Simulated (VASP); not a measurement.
Data:

```
CELL_PARAMETERS angstrom
      1.59153    -2.70053     0.00000
      1.59153     2.70053     0.00000
      0.00000     0.00000     5.12082
ATOMIC_POSITIONS crystal
  Mg 0.33333 0.66667 0.25000
  Mg 0.69185 0.35852 0.75000
```

Computed with PBE GGA, VASP's PBE PAW potentials (set 64) (plane waves; VASP). Settings: 400 eV cut-off, KSPACING 0.35 per Å, first-order Methfessel-Paxton smearing of 0.10 eV, potentials Mg.

Give the force on each atom (eV/Å).

```csv
atom,Fx,Fy,Fz
Mg1,0.056,0.003,0.000
Mg2,-0.056,-0.003,0.000
```

Give the stress tensor in GPa (positive for a compressed cell).

```
 0.47  -0.15   0.00
-0.15   0.84   0.00
 0.00   0.00   4.02
```
The pressure is its mean diagonal, 1.78 GPa.

The compound is Mg in the hcp structure. The cell was not relaxed at this level, atoms are displaced from their ideal sites. The run is one of a series of settings (KGAMMA = .TRUE., KSPACING = 0.35, KPOINTS file removed against the base run), some of them coarse on purpose.
